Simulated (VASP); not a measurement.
Ta3AsAu2O13:

```
Ta As Au O
1.0
     5.88672    0.00000    0.00000
     2.19986    5.91413    0.00000
     1.85109    1.73865    7.56124
Ta As Au O
3 1 2 13
Direct
  0.39605 0.05000 0.58683
  0.95891 0.61806 0.76348
  0.06984 0.27356 0.18903
  0.07072 0.88917 0.02743
  0.21939 0.67567 0.38144
  0.68925 0.45927 0.56874
  0.16689 0.59518 0.16534
  0.86104 0.11514 0.11677
  0.26950 0.96377 0.83676
  0.87527 0.82792 0.92000
  0.70329 0.78261 0.54686
  0.17528 0.40817 0.59350
  0.27798 0.92640 0.17203
  0.64612 0.14878 0.61595
  0.14281 0.39538 0.93941
  0.30048 0.17203 0.35732
  0.19051 0.80386 0.59347
  0.70787 0.47140 0.81379
  0.77878 0.42364 0.31185
```

The cell was built by a generator and needn't be a form met in nature.

| Quantity | Value |
| --- | --- |
| Program | VASP 6.6.1 |
| Task | relaxation of cell and atoms |
| Functional | PBEsol |
| Potentials or basis | VASP PAW PBE potentials, release 64 (Ta_pv, As, Au, O) |
| Cutoff | 600 eV |
| k mesh | 5 × 5 × 4 |
| Occupations | fermi-dirac, width 0.05 eV |
| Spin | no spin polarisation |

At the start: pressure -4.6 GPa; volume 13.85 Å³/atom.

Question: Where does the relaxation end?

Answer: Over 38 steps the energy falls by 8.5 meV/atom and the volume is 13.11 Å³/atom (-5.4 %); space group P1 (No. 1, to 0.05 Å).

The path:
| step | energy change (eV) | largest force (eV/Å) | pressure (GPa) | volume (Å³) |
| --- | --- | --- | --- | --- |
| 1 | 0.0000 | 0.3047 | -4.62 | 263.24 |
| 2 | 0.1615 | 1.2444 | 8.33 | 248.30 |
| 3 | -0.0961 | 0.3783 | -0.11 | 257.42 |
| 4 | -0.1123 | 0.3819 | -0.21 | 256.18 |
| 5 | -0.1125 | 0.3406 | -0.21 | 256.30 |
| 6 | -0.1248 | 0.1925 | -0.07 | 255.10 |
| 7 | -0.1251 | 0.2257 | -0.03 | 254.88 |
| 8 | -0.1338 | 0.1714 | -0.10 | 254.01 |
| 9 | -0.1342 | 0.1774 | -0.11 | 253.77 |
| 10 | -0.1408 | 0.1563 | -0.05 | 252.85 |
| 11 | -0.1412 | 0.2202 | -0.02 | 252.56 |
| 12 | -0.1450 | 0.1717 | -0.01 | 251.79 |
| 13 | -0.1450 | 0.1364 | -0.01 | 251.87 |
| 14 | -0.1484 | 0.1174 | 0.01 | 251.39 |
| 15 | -0.1486 | 0.1578 | 0.03 | 251.25 |
| 16 | -0.1514 | 0.1461 | 0.01 | 250.90 |
| 17 | -0.1515 | 0.1758 | 0.01 | 250.80 |
| 18 | -0.1539 | 0.0855 | -0.01 | 250.53 |
| 19 | -0.1541 | 0.1474 | -0.01 | 250.43 |
| 20 | -0.1563 | 0.0763 | 0.01 | 250.20 |
| 21 | -0.1568 | 0.1045 | 0.03 | 250.00 |
| 22 | -0.1583 | 0.0712 | -0.07 | 249.83 |
| 23 | -0.1583 | 0.0711 | -0.06 | 249.83 |
| 24 | -0.1593 | 0.0499 | 0.02 | 249.59 |
| 25 | -0.1593 | 0.0714 | 0.05 | 249.53 |
| 26 | -0.1600 | 0.0515 | -0.02 | 249.44 |
| 27 | -0.1600 | 0.0507 | -0.02 | 249.44 |
| 28 | -0.1605 | 0.0360 | 0.01 | 249.35 |
| 29 | -0.1605 | 0.0538 | 0.03 | 249.32 |
| 30 | -0.1610 | 0.0314 | -0.01 | 249.29 |
| 31 | -0.1610 | 0.0346 | -0.02 | 249.28 |
| 32 | -0.1613 | 0.0258 | -0.01 | 249.22 |
| 33 | -0.1613 | 0.0359 | 0.00 | 249.18 |
| 34 | -0.1616 | 0.0277 | 0.01 | 249.12 |
| 35 | -0.1616 | 0.0417 | 0.02 | 249.09 |
| 36 | -0.1619 | 0.0275 | -0.01 | 249.07 |
| 37 | -0.1619 | 0.0422 | -0.02 | 249.06 |
| 38 | -0.1620 | 0.0163 | 0.00 | 249.02 |

Final structure:
```cif
data_structure
_symmetry_space_group_name_H-M 'P 1'
_symmetry_Int_Tables_number 1
_cell_length_a 5.7466
_cell_length_b 6.2031
_cell_length_c 7.9344
_cell_angle_alpha 73.018
_cell_angle_beta 75.812
_cell_angle_gamma 68.750
_cell_volume 249.02
loop_
_atom_site_label
_atom_site_type_symbol
_atom_site_fract_x
_atom_site_fract_y
_atom_site_fract_z
_atom_site_occupancy
Ta1 Ta 0.39347 0.05119 0.58477 1
Ta2 Ta 0.95025 0.63048 0.76095 1
Ta3 Ta 0.06724 0.27912 0.18688 1
As1 As 0.06215 0.89365 0.02964 1
Au1 Au 0.22573 0.67586 0.37956 1
Au2 Au 0.69630 0.44634 0.57229 1
O1 O 0.16538 0.59509 0.16749 1
O2 O 0.84722 0.12356 0.12221 1
O3 O 0.26443 0.96605 0.83533 1
O4 O 0.86010 0.83225 0.92611 1
O5 O 0.71055 0.77251 0.54568 1
O6 O 0.18484 0.40721 0.59280 1
O7 O 0.27989 0.92884 0.16782 1
O8 O 0.66812 0.12670 0.61748 1
O9 O 0.14451 0.39998 0.93646 1
O10 O 0.30428 0.17367 0.35307 1
O11 O 0.19961 0.80521 0.59087 1
O12 O 0.71147 0.46233 0.81595 1
O13 O 0.76445 0.42997 0.31462 1
```

Caveat: the PAW data sets were made with another functional, which shifts forces and pressure a little.
